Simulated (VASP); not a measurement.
Output of a VASP run:

### OUTCAR
```
 ion  position               nearest neighbor table
   1  0.667  0.333  0.000-   2 1.42   2 1.42   2 1.42
   2  0.333  0.667  0.000-   1 1.42   1 1.42   1 1.42
  LATTYP: Found a hexagonal cell.
 ALAT       =     2.4578754357
 C/A-ratio  =     8.1356857746
 Subroutine PRICEL returns:
 Original cell was already a primitive cell.
 Subroutine GETGRP returns: Found 24 space group operations
The static configuration has the point symmetry D_6h.
The dynamic configuration has the point symmetry D_6h.
 Subroutine INISYM returns: Found 24 space group operations
 Subroutine IBZKPT returns following result:
 Found     48 irreducible k-points:

 Following reciprocal coordinates:
            Coordinates               Weight
  0.000000  0.000000  0.000000      1.000000
  0.071429  0.000000  0.000000      6.000000
  0.142857  0.000000  0.000000      6.000000
  0.214286 -0.000000  0.000000      6.000000
  0.285714  0.000000  0.000000      6.000000
  0.357143  0.000000  0.000000      6.000000
  0.428571 -0.000000  0.000000      6.000000
  0.500000  0.000000  0.000000      3.000000
  0.071429  0.071429  0.000000      6.000000
  0.142857  0.071429  0.000000     12.000000
  0.214286  0.071429  0.000000     12.000000
  0.285714  0.071429  0.000000     12.000000
  0.357143  0.071429  0.000000     12.000000
  0.428571  0.071429  0.000000     12.000000
  0.142857  0.142857  0.000000      6.000000
  0.214286  0.142857  0.000000     12.000000
  0.285714  0.142857  0.000000     12.000000
  0.357143  0.142857  0.000000     12.000000
  0.428571  0.142857  0.000000      6.000000
  0.214286  0.214286  0.000000      6.000000
  0.285714  0.214286  0.000000     12.000000
  0.357143  0.214286  0.000000     12.000000
  0.285714  0.285714  0.000000      6.000000
  0.357143  0.285714  0.000000      6.000000
  0.000000  0.000000  0.500000      1.000000
  0.071429  0.000000  0.500000      6.000000
  0.142857  0.000000  0.500000      6.000000
  0.214286 -0.000000  0.500000      6.000000
  0.285714  0.000000  0.500000      6.000000
  0.357143  0.000000  0.500000      6.000000
  0.428571 -0.000000  0.500000      6.000000
  0.500000  0.000000  0.500000      3.000000
  0.071429  0.071429  0.500000      6.000000
  0.142857  0.071429  0.500000     12.000000
  0.214286  0.071429  0.500000     12.000000
  0.285714  0.071429  0.500000     12.000000
  0.357143  0.071429  0.500000     12.000000
  0.428571  0.071429  0.500000     12.000000
  0.142857  0.142857  0.500000      6.000000
  0.214286  0.142857  0.500000     12.000000
   k-points           NKPTS =     48   k-points in BZ     NKDIM =     48   number of bands    NBANDS=      8
   number of dos      NEDOS =    601   number of ions     NIONS =      2
   total plane-waves  NPLWV =  48600
   dimension x,y,z NGX =    18 NGY =   18 NGZ =  150
   dimension x,y,z NGXF=    36 NGYF=   36 NGZF=  300
   ions per type =               2
   PREC   = accura    normal or accurate (medium, high low for compatibility)
   ISTART =      0    job   : 0-new  1-cont  2-samecut
   ICHARG =      2    charge: 1-file 2-atom 10-const
   ISPIN  =      1    spin polarized calculation?
   LNONCOLLINEAR =      F non collinear calculations
   LSORBIT =      F    spin-orbit coupling
   INIWAV =      1    electr: 0-lowe 1-rand  2-diag
   ENCUT  =  520.0 eV  38.22 Ry    6.18 a.u.   4.57  4.57 37.18*2*pi/ulx,y,z
   NELM   =    100;   NELMIN=  2; NELMDL= -5     # of ELM steps
   EDIFF  = 0.1E-06   stopping-criterion for ELM
   LREAL  =      F    real-space projection
   NLSPLINE    = F    spline interpolate recip. space projectors
   LMAXMIX     =    2 max onsite mixed and CHGCAR
   VOSKOWN=      0    Vosko Wilk Nusair interpolation
   EDIFFG = 0.1E-05   stopping-criterion for IOM
   NSW    =      0    number of steps for IOM
   NBLOCK =      1;   KBLOCK =      1    inner block; outer block
...
```

**OSZICAR**
```
...
DAV:   3    -0.228082751625E+02   -0.38332E+01   -0.38332E+01  1072   0.471E+01
DAV:   4    -0.228322548951E+02   -0.23980E-01   -0.23980E-01  1256   0.391E+00
DAV:   5    -0.228323303213E+02   -0.75426E-04   -0.75426E-04  1104   0.167E-01    0.585E+00
DAV:   6    -0.212956561716E+02    0.15367E+01   -0.10313E+00   936   0.775E+00    0.430E+00
DAV:   7    -0.197155355291E+02    0.15801E+01   -0.30254E-01  1328   0.465E+00    0.111E+00
DAV:   8    -0.206937880902E+02   -0.97825E+00   -0.52235E-01   864   0.567E+00    0.109E+00
DAV:   9    -0.203698077739E+02    0.32398E+00   -0.52523E-02  1216   0.235E+00    0.295E-01
DAV:  10    -0.200601417877E+02    0.30967E+00   -0.40952E-02  1120   0.255E+00    0.126E-01
DAV:  11    -0.202008390806E+02   -0.14070E+00   -0.23143E-02   832   0.192E+00    0.733E-02
DAV:  12    -0.198540946223E+02    0.34674E+00   -0.60754E-02  1136   0.237E+00    0.131E-01
DAV:  13    -0.198488301618E+02    0.52645E-02   -0.75504E-04  1112   0.328E-01    0.161E-01
DAV:  14    -0.197842923913E+02    0.64538E-01   -0.11719E-02   936   0.871E-01    0.679E-02
DAV:  15    -0.198080335875E+02   -0.23741E-01   -0.18703E-03   832   0.468E-01    0.291E-02
DAV:  16    -0.198234031941E+02   -0.15370E-01   -0.18181E-03   952   0.458E-01    0.270E-02
DAV:  17    -0.198289081422E+02   -0.55049E-02   -0.28808E-04   968   0.196E-01    0.239E-02
DAV:  18    -0.198400007183E+02   -0.11093E-01   -0.13619E-03   784   0.408E-01    0.252E-02
DAV:  19    -0.198425400906E+02   -0.25394E-02   -0.43086E-04   968   0.234E-01    0.985E-03
DAV:  20    -0.198436325321E+02   -0.10924E-02   -0.12378E-04   912   0.138E-01    0.130E-02
DAV:  21    -0.198434368261E+02    0.19571E-03   -0.72842E-06  1048   0.252E-02    0.990E-03
DAV:  22    -0.198438679417E+02   -0.43112E-03   -0.75064E-05   864   0.788E-02    0.550E-03
DAV:  23    -0.198437331955E+02    0.13475E-03   -0.65076E-05   784   0.969E-02    0.297E-03
DAV:  24    -0.198435757306E+02    0.15746E-03   -0.65094E-05   800   0.119E-01    0.376E-03
DAV:  25    -0.198434655885E+02    0.11014E-03   -0.30235E-05   872   0.873E-02    0.389E-03
DAV:  26    -0.198430264692E+02    0.43912E-03   -0.28937E-05   840   0.833E-02    0.748E-04
DAV:  27    -0.198429568343E+02    0.69635E-04   -0.80649E-05   816   0.148E-01    0.188E-03
DAV:  28    -0.198430320679E+02   -0.75234E-04   -0.24110E-05   784   0.786E-02    0.148E-03
DAV:  29    -0.198430848816E+02   -0.52814E-04   -0.94823E-06   800   0.512E-02    0.158E-03
DAV:  30    -0.198434507852E+02   -0.36590E-03   -0.84081E-05   768   0.147E-01    0.131E-03
DAV:  31    -0.198437501941E+02   -0.29941E-03   -0.38746E-05   776   0.872E-02    0.125E-03
DAV:  32    -0.198437977932E+02   -0.47599E-04   -0.81219E-06   784   0.445E-02    0.113E-03
DAV:  33    -0.198438284680E+02   -0.30675E-04   -0.22837E-06   840   0.211E-02    0.995E-04
DAV:  34    -0.198438960300E+02   -0.67562E-04   -0.82623E-06   768   0.325E-02    0.557E-04
DAV:  35    -0.198438982137E+02   -0.21837E-05   -0.67165E-07  1040   0.970E-03    0.393E-04
DAV:  36    -0.198438962198E+02    0.19940E-05   -0.11213E-07   936   0.377E-03    0.710E-05
DAV:  37    -0.198438977188E+02   -0.14990E-05   -0.27700E-08   976   0.244E-03    0.102E-04
DAV:  38    -0.198439000880E+02   -0.23693E-05   -0.14498E-07   816   0.363E-03    0.966E-05
DAV:  39    -0.198439000157E+02    0.72283E-07   -0.15321E-08   808   0.156E-03
   1 F= -.19843900E+02 E0= -.19843900E+02  d E =0.000000E+00
       N       E                     dE             ncg
       N       E                     dE             ncg
```

### OUTCAR
```
------------------------ aborting loop because EDIFF is reached ----------------------------------------
  FORCE on cell =-STRESS in cart. coord.  units (eV):
  Direction    XX          YY          ZZ          XY          YZ          ZX
  --------------------------------------------------------------------------------------
  Total       -0.0025169     -0.0025169     -0.0129841     -0.0000000     -0.0000000     -0.0000000
  in kB       -0.0385453     -0.0385453     -0.1988463     -0.0000000     -0.0000000     -0.0000000
  external PRESSURE =      -0.0919790 kB  Pullay stress =       0.0000000 kB
  volume of cell :      104.62
      direct lattice vectors                 reciprocal lattice vectors
     2.457875436  0.000000000  0.000000000     0.406855443  0.234898065  0.000000000
    -1.228937718  2.128582885  0.000000000     0.000000000  0.469796129  0.000000000
     0.000000000  0.000000000 19.996502218     0.000000000  0.000000000  0.050008746
 POSITION                                       TOTAL-FORCE (eV/Angst)
 -----------------------------------------------------------------------------------
      1.22894      0.70953      0.00000         0.000000      0.000000      0.000000
     -0.00000      1.41906      0.00000        -0.000000      0.000000      0.000000
 -----------------------------------------------------------------------------------
    total drift:                                0.000000      0.000000      0.000000
  FREE ENERGIE OF THE ION-ELECTRON SYSTEM (eV)
  ---------------------------------------------------
  free  energy   TOTEN  =       -19.8439000157 eV

  energy  without entropy=      -19.8439000157  energy(sigma->0) =      -19.84390002

 total charge

# of ion       s       p       d       tot
------------------------------------------
    1        0.878   1.786   0.000   2.664
    2        0.878   1.786   0.000   2.664
--------------------------------------------------
tot          1.756   3.572   0.000   5.328
```
(Selected blocks of OUTCAR.)

POSCAR:
```
C
1
    2.4578754357    -0.0000000000     0.0000000000
   -1.2289377178     2.1285828853    -0.0000000000
    0.0000000000     0.0000000000    19.9965022179
C
2
Direct
  0.6666670000   0.3333330000   1.0000000000
  0.3333330000   0.6666670000   0.0000000000
```

### Question
Write an INCAR and KPOINTS that could have produced this output.

### Answer
One answer among several that fit: the input of the run itself, r2SCAN meta-GGA, plane waves, VASP's PBE PAW potentials (set 64).

KPOINTS:
```
Automatic mesh
0
Gamma
14 14 2
0 0 0
```

### KPOINTS_OPT
```
k-points along high-symmetry lines
6
Line-mode
Reciprocal
  0.000000   0.000000   0.000000 ! GAMMA
  0.500000   0.000000   0.000000 ! M

  0.500000   0.000000   0.000000 ! M
  0.333333   0.333333   0.000000 ! K

  0.333333   0.333333   0.000000 ! K
  0.000000   0.000000   0.000000 ! GAMMA

  0.000000   0.000000   0.000000 ! GAMMA
  0.000000   0.000000   0.500000 ! A

  0.000000   0.000000   0.500000 ! A
  0.500000   0.000000   0.500000 ! L

  0.500000   0.000000   0.500000 ! L
  0.333333   0.333333   0.500000 ! H

  0.333333   0.333333   0.500000 ! H
  0.000000   0.000000   0.500000 ! A

  0.500000   0.000000   0.500000 ! L
  0.500000   0.000000   0.000000 ! M

  0.333333   0.333333   0.500000 ! H
  0.333333   0.333333   0.000000 ! K
```

**INCAR**
```
SYSTEM = C
PREC = Accurate; ENCUT = 520; LREAL = F
LASPH = T
EDIFF = 1E-7; NELM = 100; ALGO = Normal
LMIXTAU = T
ISMEAR = -5
METAGGA = R2SCAN
ISIF = 2
LWAVE = F; LCHARG = F; LORBIT = 11
NEDOS = 601
```

POTCAR, in this order: C (PBE.64 set). Program: vasp_std.

The cell holds a wide vacuum, so values per volume refer to the whole cell. For a metal the tetrahedron method with Blöchl corrections gives inexact stress and forces.

The cell is a sheet with vacuum, built from a database entry that may be metastable or hypothetical.
